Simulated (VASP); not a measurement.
Data:

```
CELL_PARAMETERS angstrom
      0.00000     2.75910     2.75910
      2.75910     0.00000     2.75910
      2.75910     2.75910     0.00000
ATOMIC_POSITIONS crystal
  Ce 0.00000 0.00000 0.00000
  O  0.25000 0.25000 0.25000
  O  0.75000 0.75000 0.75000
```

All values below come from PBE GGA, VASP's PBE PAW potentials (set 64) (plane waves; VASP). Settings: 520 eV cut-off, 6×6×6 Γ-centred mesh, Gaussian smearing of 0.020 eV, potentials Ce O.

Task: What does the run give for the energy per atom (σ→0), pressure?

Result: 
```yaml
energy per atom (σ→0): -8.738 eV/atom
pressure: -4.85 GPa
```

The absolute energy has meaning only against runs of the same code, potentials and settings.

The compound is CeO2 in the fluorite structure. The cell was not relaxed at this level. The run is one of a series of settings (SIGMA = 0.02 against the base run), some of them coarse on purpose. The run is not spin-polarised, so no magnetic state was tried.
